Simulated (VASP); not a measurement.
A run of VASP 6.6.1 is set up as follows.

The input INCAR:

```
PREC     = Accurate       # precision mode
ENCUT    = 600            # plane-wave cutoff, eV
EDIFF    = 1E-7           # SCF threshold, eV
ISMEAR   = 0              # smearing method
SIGMA    = 0.1            # smearing width, eV
LREAL    = False          # projectors in reciprocal space
LASPH    = True           # aspherical terms in the spheres
NELM     = 80             # most SCF steps
ALGO     = Normal         # electronic algorithm
ISIF     = 3              # what is computed and relaxed
LWAVE    = False          # write WAVECAR
LCHARG   = False          # write CHGCAR
GGA      = PE             # functional
IBRION   = 2              # ionic algorithm
NSW      = 100            # ionic steps
EDIFFG   = -0.01          # ionic threshold
```

KPOINTS

```
regular mesh
0
Gamma
  8 8 8
```

Contents of POSCAR:

```
TlCuS3
1.0
    4.7246660900      0.0000000000      0.0000000000
    0.0000000000      4.7246660900      0.0000000000
    0.0000000000      0.0000000000      4.7246660900
Tl Cu S
1 1 3
Direct
    0.5000000000      0.5000000000      0.5000000000
    0.0000000000      0.0000000000      0.0000000000
    0.5000000000      0.0000000000      0.0000000000
    0.0000000000      0.5000000000      0.0000000000
    0.0000000000      0.0000000000      0.5000000000
```

Potentials or basis: VASP PAW PBE potentials, release 64 (Tl_d, Cu, S).

The run is started by

```bash
$ cat potpaw_PBE.64/Tl_d/POTCAR potpaw_PBE.64/Cu/POTCAR potpaw_PBE.64/S/POTCAR > POTCAR
$ mpirun -np 1 vasp_std > vasp.out
```

Problem. Predict the relaxed volume.

Solution. 20.77 Å³/atom.

Problem. What does it give for the space group after relaxing (to 0.05 Å)?

Solution. Pm-3m (No. 221).

Problem. Predict the band gap on the k mesh.

Solution. None (metal or under the smearing width).

Final structure:
```
Tl Cu S
1.0
     4.70032    0.00000    0.00000
     0.00000    4.70032    0.00000
     0.00000    0.00000    4.70032
Tl Cu S
1 1 3
Direct
  0.50000 0.50000 0.50000
  0.00000 0.00000 0.00000
  0.50000 0.00000 0.00000
  0.00000 0.50000 0.00000
  0.00000 0.00000 0.50000
```

Caveat: the run has no spin polarisation, though such a crystal can be magnetic. With open d or f shells a metallic result of PBE can be an artefact of self-interaction; +U or a hybrid may open a gap.
